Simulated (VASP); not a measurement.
Computed with PBEsol GGA, VASP's PBE PAW potentials (set 64) (plane waves; VASP 6.6.1).

VASP input:

File POSCAR:
```
Ti3GeN
1
    4.0333870000     0.0000000000     0.0000000000
    0.0000000000     4.0333870000     0.0000000000
    0.0000000000     0.0000000000     4.0333870000
Ge N Ti
1 1 3
Direct
  0.0000000000   0.0000000000   0.0000000000
  0.5000000000   0.5000000000   0.5000000000
  0.0000000000   0.5000000000   0.5000000000
  0.5000000000   0.5000000000   0.0000000000
  0.5000000000   0.0000000000   0.5000000000
```

### INCAR
```
EDIFF = 1E-6
ALGO = Normal   # blocked Davidson
ENCUT = 400   # plane-wave cut-off (eV)
SIGMA = 0.1   # width (eV)
LREAL = .False.
LASPH = .True.
NELM = 100
LMAXMIX = 4
LCHARG = .False.
LWAVE = .False.
ISMEAR = -1   # Fermi-Dirac
GGA = PS   # PBEsol
SYSTEM = Ti3GeN
ISIF = 2   # forces and stress, cell fixed
PREC = Accurate
```

File KPOINTS:
```
kpoints
0
Gamma
 6 6 6
0 0 0
```

POTCAR, in this order: Ge_d N Ti_sv (PBE.64 set). Program: vasp_std.

What VASP printed:

OUTCAR:
```
 ion  position               nearest neighbor table
   1  0.000  0.000  0.000-   3 2.85   4 2.85   5 2.85   3 2.85   5 2.85   3 2.85   4 2.85   3 2.85
                             4 2.85   5 2.85   5 2.85   4 2.85
   2  0.500  0.500  0.500-   3 2.02   4 2.02   5 2.02   4 2.02   5 2.02   3 2.02
   3  0.000  0.500  0.500-   2 2.02   2 2.02   4 2.85   5 2.85   1 2.85   4 2.85   1 2.85   5 2.85
                             1 2.85   1 2.85   4 2.85   5 2.85   4 2.85   5 2.85
   4  0.500  0.500  0.000-   2 2.02   2 2.02   3 2.85   5 2.85   1 2.85   3 2.85   5 2.85   1 2.85
                             5 2.85   5 2.85   1 2.85   3 2.85   3 2.85   1 2.85
   5  0.500  0.000  0.500-   2 2.02   2 2.02   3 2.85   4 2.85   1 2.85   4 2.85   1 2.85   3 2.85
                             4 2.85   4 2.85   1 2.85   3 2.85   1 2.85   3 2.85
  LATTYP: Found a simple cubic cell.
 ALAT       =     4.0333870000
 Subroutine PRICEL returns:
 Original cell was already a primitive cell.
 Subroutine GETGRP returns: Found 48 space group operations
The static configuration has the point symmetry O_h .
The dynamic configuration has the point symmetry O_h .
 Subroutine INISYM returns: Found 48 space group operations
 Subroutine IBZKPT returns following result:
 Found     20 irreducible k-points:

 Following reciprocal coordinates:
            Coordinates               Weight
  0.000000  0.000000  0.000000      1.000000
  0.166667  0.000000  0.000000      6.000000
  0.333333  0.000000  0.000000      6.000000
  0.500000  0.000000  0.000000      3.000000
  0.166667  0.166667  0.000000     12.000000
  0.333333  0.166667  0.000000     24.000000
  0.500000  0.166667  0.000000     12.000000
  0.333333  0.333333  0.000000     12.000000
  0.500000  0.333333  0.000000     12.000000
  0.500000  0.500000  0.000000      3.000000
  0.166667  0.166667  0.166667      8.000000
  0.333333  0.166667  0.166667     24.000000
  0.500000  0.166667  0.166667     12.000000
  0.333333  0.333333  0.166667     24.000000
  0.500000  0.333333  0.166667     24.000000
  0.500000  0.500000  0.166667      6.000000
  0.333333  0.333333  0.333333      8.000000
  0.500000  0.333333  0.333333     12.000000
  0.500000  0.500000  0.333333      6.000000
  0.500000  0.500000  0.500000      1.000000
   k-points           NKPTS =     20   k-points in BZ     NKDIM =     20   number of bands    NBANDS=     33
   number of dos      NEDOS =    301   number of ions     NIONS =      5
   total plane-waves  NPLWV =  21952
   dimension x,y,z NGX =    28 NGY =   28 NGZ =   28
   dimension x,y,z NGXF=    56 NGYF=   56 NGZF=   56
   ions per type =               1   1   3
   PREC   = accura    normal or accurate (medium, high low for compatibility)
   ISTART =      0    job   : 0-new  1-cont  2-samecut
   ICHARG =      2    charge: 1-file 2-atom 10-const
   ISPIN  =      1    spin polarized calculation?
   LNONCOLLINEAR =      F non collinear calculations
   LSORBIT =      F    spin-orbit coupling
   INIWAV =      1    electr: 0-lowe 1-rand  2-diag
   ENCUT  =  400.0 eV  29.40 Ry    5.42 a.u.   6.58  6.58  6.58*2*pi/ulx,y,z
   NELM   =    100;   NELMIN=  2; NELMDL= -5     # of ELM steps
   EDIFF  = 0.1E-05   stopping-criterion for ELM
   LREAL  =      F    real-space projection
   NLSPLINE    = F    spline interpolate recip. space projectors
   LMAXMIX     =    4 max onsite mixed and CHGCAR
   VOSKOWN=      0    Vosko Wilk Nusair interpolation
   EDIFFG = 0.1E-04   stopping-criterion for IOM
   NSW    =      0    number of steps for IOM
   NBLOCK =      1;   KBLOCK =      1    inner block; outer block
   IBRION =     -1    ionic relax: 0-MD 1-quasi-New 2-CG
   NFREE  =      0    steps in history (QN), initial steepest desc. (CG)
   ISIF   =      2    stress and relaxation
   ISYM   =      2    0-nonsym 1-usesym 2-fastsym
   TEIN   =    0.0    initial temperature
   TEBEG  =    0.0;   TEEND  =   0.0 temperature during run
   SMASS  =  -3.00    Nose mass-parameter (am)
   PSTRESS=    0.0 pullay stress
   NELECT =      55.0000    total number of electrons
...
```

OSZICAR:
```
       N       E                     dE             d eps       ncg     rms          rms(c)
DAV:   1     0.616141021070E+03    0.61614E+03   -0.23938E+04  1488   0.274E+03
DAV:   2     0.571260134441E+02   -0.55902E+03   -0.55067E+03  1320   0.661E+02
DAV:   3    -0.425758479750E+02   -0.99702E+02   -0.98558E+02  2028   0.215E+02
DAV:   4    -0.515822936044E+02   -0.90064E+01   -0.88084E+01  1887   0.625E+01
DAV:   5    -0.520427550074E+02   -0.46046E+00   -0.45985E+00  2071   0.126E+01    0.255E+01
DAV:   6    -0.440512147691E+02    0.79915E+01   -0.57332E+01  1703   0.514E+01    0.846E+00
DAV:   7    -0.438745577033E+02    0.17666E+00   -0.52295E+00  1795   0.146E+01    0.532E+00
DAV:   8    -0.438383423890E+02    0.36215E-01   -0.42713E-01  1791   0.409E+00    0.113E+00
DAV:   9    -0.438380348543E+02    0.30753E-03   -0.62430E-02  2008   0.147E+00    0.642E-01
DAV:  10    -0.438391332250E+02   -0.10984E-02   -0.78731E-03  1781   0.676E-01    0.207E-01
DAV:  11    -0.438393622823E+02   -0.22906E-03   -0.85860E-04  2080   0.196E-01    0.471E-02
DAV:  12    -0.438393614147E+02    0.86758E-06   -0.11961E-04  1838   0.106E-01    0.963E-03
DAV:  13    -0.438393582416E+02    0.31731E-05   -0.93218E-06  1760   0.261E-02    0.766E-03
DAV:  14    -0.438393587427E+02   -0.50106E-06   -0.20696E-06  1247   0.117E-02
   1 F= -.43839359E+02 E0= -.43718900E+02  d E =-.240918E+00
```

OUTCAR:
```
------------------------ aborting loop because EDIFF is reached ----------------------------------------
  FORCE on cell =-STRESS in cart. coord.  units (eV):
  Direction    XX          YY          ZZ          XY          YZ          ZX
  --------------------------------------------------------------------------------------
  Total        1.1447114      1.1447114      1.1447114      0.0000000     -0.0000000     -0.0000000
  in kB       27.9509709     27.9509709     27.9509709      0.0000000     -0.0000000     -0.0000000
  external PRESSURE =      27.9509709 kB  Pullay stress =       0.0000000 kB
  volume of cell :       65.62
      direct lattice vectors                 reciprocal lattice vectors
     4.033387000  0.000000000  0.000000000     0.247930585  0.000000000  0.000000000
     0.000000000  4.033387000  0.000000000     0.000000000  0.247930585  0.000000000
     0.000000000  0.000000000  4.033387000     0.000000000  0.000000000  0.247930585
 POSITION                                       TOTAL-FORCE (eV/Angst)
 -----------------------------------------------------------------------------------
      0.00000      0.00000      0.00000         0.000000      0.000000      0.000000
      2.01669      2.01669      2.01669         0.000000      0.000000      0.000000
      0.00000      2.01669      2.01669         0.000000      0.000000      0.000000
      2.01669      2.01669      0.00000         0.000000      0.000000      0.000000
      2.01669      0.00000      2.01669         0.000000      0.000000      0.000000
 -----------------------------------------------------------------------------------
    total drift:                                0.000000      0.000000      0.000000
  FREE ENERGIE OF THE ION-ELECTRON SYSTEM (eV)
  ---------------------------------------------------
  free  energy   TOTEN  =       -43.8393587427 eV

  energy  without entropy=      -43.5984402894  energy(sigma->0) =      -43.71889952
```
(Selected blocks of OUTCAR.)

At this cut-off the stress carries a Pulay error, which pulls relaxed volumes low.

The structure was generated: Ti3GeN was put into an ordered model structure, which need not be its known phase. The cell was not relaxed at this level. The electron count is odd and the run is not spin-polarised, which forces a metal.
